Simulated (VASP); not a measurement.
Crystal: SiB6.

```xyz
7
Lattice="4.1300 0.0000 0.0000 0.0000 4.1300 0.0000 0.0000 0.0000 4.1300" Properties=species:S:1:pos:R:3 pbc="T T T"
Si    0.0000    0.0000    0.0000
B     0.8673    2.0650    2.0650
B     2.0650    0.8673    2.0650
B     3.2627    2.0650    2.0650
B     2.0650    3.2627    2.0650
B     2.0650    2.0650    0.8673
B     2.0650    2.0650    3.2627
```

```yaml
Program: VASP 6.6.1
Task: relaxation of cell and atoms
Functional: PBE
Potentials_or_basis: VASP PAW PBE potentials, release 64 (Si, B)
Cutoff: 520 eV
k_mesh: 7 × 7 × 7
Occupations: gaussian, width 0.1 eV
Spin: no spin polarisation
```

At the start: pressure 4.1 GPa; volume 10.06 Å³/atom.

Question: Where does the relaxation end?

Answer: Over 9 steps the energy falls by 47.5 meV/atom and the volume is 10.08 Å³/atom (+0.2 %); space group Pm-3m (No. 221, to 0.05 Å).

The path:
```csv
step,energy change (eV),largest force (eV/Å),pressure (GPa),volume (Å³)
1,0.0000,2.7062,4.07,70.44
2,1.3920,6.4538,-1.96,73.08
3,-0.3294,0.0966,-1.46,71.26
4,-0.3301,0.0211,-1.30,71.22
5,-0.3300,0.0712,-1.22,71.21
6,-0.3326,0.0099,0.23,70.49
7,-0.3327,0.0189,0.04,70.58
8,-0.3327,0.0319,-0.06,70.61
9,-0.3327,0.0006,0.00,70.59
```

Final structure:
```
Si B
1.0
     4.13288    0.00000    0.00000
     0.00000    4.13288    0.00000
     0.00000    0.00000    4.13288
Si B
1 6
Direct
  0.00000 0.00000 0.00000
  0.20013 0.50000 0.50000
  0.50000 0.20013 0.50000
  0.79987 0.50000 0.50000
  0.50000 0.79987 0.50000
  0.50000 0.50000 0.20013
  0.50000 0.50000 0.79987
```
